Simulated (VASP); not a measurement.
Consider the following.

```
Pt3Y
1.0
    4.10036     0.00000     0.00000
    0.00000     4.10036     0.00000
    0.00000     0.00000     4.10036
Y Pt
1 3
Direct
  0.00000   0.00000   0.00000
  0.50000   0.50000   0.00000
  0.00000   0.50000   0.50000
  0.50000   0.00000   0.50000
```

All values below come from LDA (Ceperley-Alder, Perdew-Zunger), VASP's LDA PAW potentials (set 64) (plane waves; VASP). Numerical set-up: 300 eV cut-off, 8×8×8 Γ-centred mesh, Gaussian smearing of 0.20 eV, potentials Y_sv Pt.

At this cut-off the stress carries a Pulay error, which pulls relaxed volumes low.

Q: Give the stress tensor in GPa (positive for a compressed cell).

A: 
```
-9.23   0.00   0.00
 0.00  -9.23   0.00
 0.00   0.00  -9.23
```
The pressure is its mean diagonal, -9.23 GPa.

The structure comes from a computed database's YPt3 entry (Pm-3m); how it stands against other phases isn't given here. The cell was not relaxed at this level. The electron count is odd and the run is not spin-polarised, which forces a metal.
